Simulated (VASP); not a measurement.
# SiB2 (R3m) in VASP: phonons with PBE

Aim: the phonons of SiB2 with PBE.

Program: VASP 6.6.1. These are calculated values, not measurements. Logs are shortened: lines on timing, memory, paths and dates and some standing lists are left out, and cuts for length are marked.

## (1) Starting point

The structure is trigonal, space group R3m (No. 160). The conventional cell has a = 6.386 Å, b = 6.386 Å, c = 13.615 Å, α = 90.00°, β = 90.00°, γ = 120.00°. Si (site symmetry 3m) is surrounded by 3 B at 2.07 Å. Around Si (site symmetry 3m) lie 4 B at 1.98 to 2.07 Å. Around Si (site symmetry m) lie 4 B at 2.05 to 2.20 Å. B (site symmetry m) has 4 B at 1.71 to 1.85 Å as nearest neighbours. B (site symmetry m) is surrounded by 3 B at 1.76 to 1.85 Å and 1 Si at 1.98 Å. B (site symmetry 3m) has 4 Si at 2.07 to 2.10 Å as nearest neighbours. B (site symmetry m) is surrounded by 5 B at 1.68 to 1.76 Å.

The cell was built by a generator and needn't be a form met in nature.

## (2) Phonons, PBE

Input file POSCAR:

```
SiB2
1.0
    3.1929500000      1.8434500000      4.5384400000
   -3.1929500000      1.8434500000      4.5384400000
    0.0000000000     -3.6869010000      4.5384400000
Si B
5 10
Direct
    0.7325760000      0.7325760000      0.7325760000
    0.3414220000      0.3414220000      0.3414220000
    0.7237610000      0.1862260000      0.7237610000
    0.7237610000      0.7237610000      0.1862260000
    0.1862260000      0.7237610000      0.7237610000
    0.8758880000      0.3328910000      0.8758880000
    0.3328910000      0.8758880000      0.8758880000
    0.8758880000      0.8758880000      0.3328910000
    0.1366360000      0.6610290000      0.1366360000
    0.1366360000      0.1366360000      0.6610290000
    0.6610290000      0.1366360000      0.1366360000
    0.4935340000      0.4935340000      0.4935340000
    0.1810760000      0.1810760000      0.9186250000
    0.9186250000      0.1810760000      0.1810760000
    0.1810760000      0.9186250000      0.1810760000
```

Input file INCAR.step1:

```
SYSTEM = SiB2
ALGO = Normal
EDIFF = 1E-8
EDIFFG = -0.002
ENCUT = 520
GGA = PE
IBRION = 2
ISIF = 3
ISMEAR = 0
KPAR = 8
LASPH = .True.
LCHARG = .False.
LREAL = .False.
LWAVE = .False.
NELM = 80
NSW = 40
PREC = Accurate
SIGMA = 0.1
```

Input file INCAR.step2:

```
SYSTEM = SiB2
ALGO = Normal
EDIFF = 1E-8
ENCUT = 520
GGA = PE
IBRION = 6
ISIF = 2
ISMEAR = 0
KPAR = 8
LASPH = .True.
LCHARG = .False.
LREAL = .False.
LWAVE = .False.
NELM = 80
NFREE = 2
NSW = 1
POTIM = 0.015
PREC = Accurate
SIGMA = 0.1
```

Input file KPOINTS:

```
k-points
0
Gamma
  6 6 6
  0 0 0
```

Potentials or basis: VASP PAW PBE potentials, release 64 (Si, B).

Started as:

```bash
$ cat potpaw_PBE.64/Si/POTCAR potpaw_PBE.64/B/POTCAR > POTCAR
$ cp INCAR.step1 INCAR
$ mpirun -np 8 vasp_std > vasp.out
$ cp CONTCAR POSCAR
$ cp INCAR.step2 INCAR
$ mpirun -np 8 vasp_std > vasp.out
```

OUTCAR:

```text
SYSTEM = SiB2
   EDIFF = 1E-8
   ENCUT = 520
   GGA = PE
   IBRION = 6
   ISIF = 2
   ISMEAR = 0
   LASPH = .True.
   LREAL = .False.
   NELM = 80
   NFREE = 2
   NSW = 1
   POTIM = 0.015
   PREC = Accurate

 ion  position               nearest neighbor table
   1  0.733  0.733  0.733-   8 2.07   7 2.07   6 2.07   5 2.61   3 2.61   4 2.61
   2  0.341  0.341  0.341-  10 1.98   9 1.98  11 1.98  12 2.07
   3  0.724  0.186  0.724-   6 2.05  12 2.10  10 2.20  11 2.20   1 2.61   4 2.95   5 2.95
   4  0.724  0.724  0.186-   8 2.05  12 2.10  11 2.20   9 2.20   1 2.61   3 2.95   5 2.95
   5  0.186  0.724  0.724-   7 2.05  12 2.10  10 2.20   9 2.20   1 2.61   4 2.95   3 2.95
   6  0.876  0.333  0.876-  14 1.71  13 1.71  11 1.85  10 1.85   3 2.05   1 2.07
   7  0.333  0.876  0.876-  15 1.71  13 1.71   9 1.85  10 1.85   5 2.05   1 2.07
   8  0.876  0.876  0.333-  14 1.71  15 1.71   9 1.85  11 1.85   4 2.05   1 2.07
   9  0.137  0.661  0.137-  15 1.76   7 1.85   8 1.85   2 1.98   5 2.20   4 2.20
  10  0.137  0.137  0.661-  13 1.76   7 1.85   6 1.85   2 1.98   5 2.20   3 2.20
  11  0.661  0.137  0.137-  14 1.76   6 1.85   8 1.85   2 1.98   3 2.20   4 2.20
  12  0.493  0.493  0.493-   2 2.07   4 2.10   3 2.10   5 2.10
  13  0.181  0.181  0.919-  14 1.68  15 1.68   6 1.71   7 1.71  10 1.76
  14  0.919  0.181  0.181-  13 1.68  15 1.68   8 1.71   6 1.71  11 1.76
  15  0.181  0.919  0.181-  13 1.68  14 1.68   8 1.71   7 1.71   9 1.76

  LATTYP: Found a trigonal (rhomboedric) cell.
 ALAT       =     5.8473718472
 COS(alpha) =     0.4036767597

  Lattice vectors:

 A1 = (   3.1929093032,   1.8434265037,   4.5385974074)
 A2 = (  -3.1929093032,   1.8434265037,   4.5385974074)
 A3 = (   0.0000000000,  -3.6868540074,   4.5385974074)

Analysis of symmetry for initial positions (statically):
=====================================================================
 Subroutine PRICEL returns:
 Original cell was already a primitive cell.

 Routine SETGRP: Setting up the symmetry group for a
 trigonal (rhombohedral) supercell.

 Subroutine GETGRP returns: Found  6 space group operations
 (whereof  6 operations were pure point group operations)
 out of a pool of 12 trial point group operations.

The static configuration has the point symmetry C_3v.

Analysis of symmetry for dynamics (positions and initial velocities):
=====================================================================
[... 338 lines left out ...]
------------------------ aborting loop because EDIFF is reached ----------------------------------------
[... 93 lines left out ...]
--------------------------------------- Ionic step       31  -------------------------------------------

 number of electron      50.0000000 magnetization

 Free energy of the ion-electron system (eV)
  ---------------------------------------------------
  ext. energy  EPLUGINS =         0.00000000
  ---------------------------------------------------
  free energy    TOTEN  =       -87.97795480 eV

  energy without entropy =      -87.96400611  energy(sigma->0) =      -87.97098045

 E-fermi :   6.7261     XC(G=0): -10.8552

 val. band max:        6.7255131064   @ k =   0.5000   0.5000   0.3333
 cond. band min:       6.7702178811   @ k =   0.1667   0.1667  -0.1667
 fundamental gap:      0.0447047747
 Fermi energy:         6.7261076283

 k-point     1 :       0.0000    0.0000    0.0000
  band No.  band energies     occupation
      1      -8.6310      2.00000
      2      -4.7706      2.00000
      3      -4.6346      2.00000
      4      -4.6286      2.00000
      5      -2.2682      2.00000
      6      -1.8805      2.00000
[... 853 lines left out ...]
     32      10.2951      0.00000
     33      10.6731      0.00000

 [... further k-points ...]

------------------------ aborting loop because EDIFF is reached ----------------------------------------

  FORCE on cell =-STRESS in cart. coord.  units (eV):
  Direction    XX          YY          ZZ          XY          YZ          ZX
  --------------------------------------------------------------------------------------
  -------------------------------------------------------------------------------------
  Total        0.1777064      0.0146823      0.2921620      0.0000000      0.0085132      0.0000000
  in kB        1.7763492      0.1467642      2.9204440      0.0000000      0.0850980      0.0000000
  external PRESSURE =       1.6145191 kB  Pullay stress =       0.0000000 kB
[... 30 lines left out ...]
  FREE ENERGIE OF THE ION-ELECTRON SYSTEM (eV)
  ---------------------------------------------------
  free  energy   TOTEN  =       -87.9779547952 eV

  energy  without entropy=      -87.9640061109  energy(sigma->0) =      -87.97098045

 INTERNAL STRAIN TENSORS FROM DISPLACED ATOMS
 ============================================

 INTERNAL STRAIN TENSOR FOR ION    1 for displacements in x,y,z  (eV/Angst):
          X           Y           Z          XY          YZ          ZX
  --------------------------------------------------------------------------------
  x     0.00000     0.00000     0.00000    -7.99796     0.00000    -8.43028
  y    -7.99796     7.99796    -0.00000    -0.00000    -8.43028    -0.00000
  z    -0.27725    -0.27725     0.39284     0.00000    -0.00000     0.00000
[... 8 lines left out ...]
 INTERNAL STRAIN TENSOR FOR ION   15 for displacements in x,y,z  (eV/Angst):
          X           Y           Z          XY          YZ          ZX
  --------------------------------------------------------------------------------
  x   -22.80964    -4.70445     4.14794     3.04027    -2.74996   -11.30086
  y     0.52987    15.35539    -2.39481    -9.05259   -14.47623    -2.74996
  z    -3.82457    -9.08147   -19.19961    -4.55262     0.34349    -0.59494

 Eigenvectors and eigenvalues of the dynamical matrix
   1 f  =   28.582522 THz   179.589285 2PiTHz  953.410325 cm-1   118.207762 meV
   2 f  =   28.582521 THz   179.589276 2PiTHz  953.410274 cm-1   118.207755 meV
   3 f  =   27.167839 THz   170.700565 2PiTHz  906.221553 cm-1   112.357102 meV
   4 f  =   26.134193 THz   164.205977 2PiTHz  871.742842 cm-1   108.082289 meV
   5 f  =   25.407457 THz   159.639763 2PiTHz  847.501556 cm-1   105.076754 meV
   6 f  =   25.407456 THz   159.639757 2PiTHz  847.501523 cm-1   105.076750 meV
[... 34 lines left out ...]
  41 f  =    4.048156 THz    25.435314 2PiTHz  135.031948 cm-1    16.741820 meV
  42 f  =    3.343376 THz    21.007049 2PiTHz  111.523008 cm-1    13.827085 meV
  43 f/i=    0.000862 THz     0.005415 2PiTHz    0.028749 cm-1     0.003564 meV
  44 f/i=    0.002075 THz     0.013039 2PiTHz    0.069223 cm-1     0.008583 meV
  45 f/i=    0.002075 THz     0.013039 2PiTHz    0.069223 cm-1     0.008583 meV

 ELASTIC MODULI CONTR FROM IONIC RELAXATION (kBar)
 Direction    XX          YY          ZZ          XY          YZ          ZX
 --------------------------------------------------------------------------------
 XX       -1222.7922    169.5969   -263.9445     -0.0000   -314.6132     -0.0000
 YY         169.5969  -1222.7918   -263.9445      0.0000    314.6133      0.0000
 ZZ        -263.9445   -263.9445  -1832.0059     -0.0000      0.0001      0.0000
 XY          -0.0000      0.0000     -0.0000   -696.1943      0.0000   -314.6132
 YZ        -314.6132    314.6133      0.0001      0.0000  -1094.7636     -0.0000
 ZX          -0.0000      0.0000      0.0000   -314.6132     -0.0000  -1094.7638
 --------------------------------------------------------------------------------
```

OSZICAR.step1:

```text
N       E                     dE             d eps       ncg     rms          rms(c)
DAV:   1     0.127650749604E+03    0.12765E+03   -0.21792E+04  2112   0.133E+03
DAV:   2    -0.841559573372E+02   -0.21181E+03   -0.20298E+03  2672   0.218E+02
DAV:   3    -0.955857752972E+02   -0.11430E+02   -0.11177E+02  2712   0.486E+01
[... 65 lines left out ...]
DAV:   2    -0.879793773318E+02    0.82846E-08   -0.19331E-06  2688   0.733E-03    0.124E-03
DAV:   3    -0.879793772364E+02    0.95417E-07   -0.16557E-07  2448   0.206E-03    0.385E-04
DAV:   4    -0.879793772141E+02    0.22363E-07   -0.30601E-08  1868   0.829E-04    0.236E-04
DAV:   5    -0.879793771980E+02    0.16017E-07   -0.26530E-09  1229   0.248E-04    0.925E-05
DAV:   6    -0.879793771890E+02    0.90349E-08   -0.49675E-10  1143   0.121E-04
   8 F= -.87979377E+02 E0= -.87972391E+02  d E =-.111555E-05
```

Wall time 23 min (8 MPI ranks of Intel Xeon Platinum 8488C (Sapphire Rapids), shared host); peak memory 0.94 GiB.

Results:

| Item | Value |
| --- | --- |
| Highest phonon frequency at Γ, LO-TO splitting left out | 953 cm⁻¹ |

Phonon frequencies in cm⁻¹ (negative: imaginary):
```tsv
q point	frequencies
(0.000, 0.000, 0.000)	0 0 0 112 135 135 168 168 190 228 228 247 285 307 307 339 339 341 411 436 436 485 485 514 514 579 596 596 615 618 620 620 633 682 682 758 767 767 822 848 848 872 906 953 953
```
